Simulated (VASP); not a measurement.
Input of a VASP 6.6.1 run:

INCAR

```
  PREC = Accurate
  ENCUT = 520
  EDIFF = 1E-7
  ISMEAR = 0
  SIGMA = 0.1
  LREAL = F
  LASPH = T
  NELM = 100
  ALGO = Fast
  ISIF = 2
  LWAVE = F
  LCHARG = F
  GGA = PE
  NBANDS = 39
```

The input KPOINTS:

```
Automatic mesh
0
Gamma
  10 10 6
```

File POSCAR:

```
YGaS
1.0
    4.2058758658      0.0000000000      0.0000000000
    0.0000000000      4.2058758658      0.0000000000
    0.0000000000      0.0000000000      7.7214075205
Y Ga S
2 2 2
Direct
    0.5000000000      0.5000000000      0.2500000000
    0.5000000000      0.5000000000      0.7500000000
    0.0000000000      0.0000000000      0.7500000000
    0.0000000000      0.0000000000      0.2500000000
    0.0000000000      0.5000000000      0.0000000000
    0.5000000000      0.0000000000      0.5000000000
```

Potentials or basis: VASP PAW PBE potentials, release 64 (Y_sv, Ga_d, S).

Command:

```sh
$ cat potpaw_PBE.64/Y_sv/POTCAR potpaw_PBE.64/Ga_d/POTCAR potpaw_PBE.64/S/POTCAR > POTCAR
$ mpirun -np 1 vasp_std > vasp.out
```

(1) Predict the band gap on the k mesh.

(2) Estimate the pressure.

## Answers

(1) none (metal or under the smearing width).

(2) 0.0 GPa.
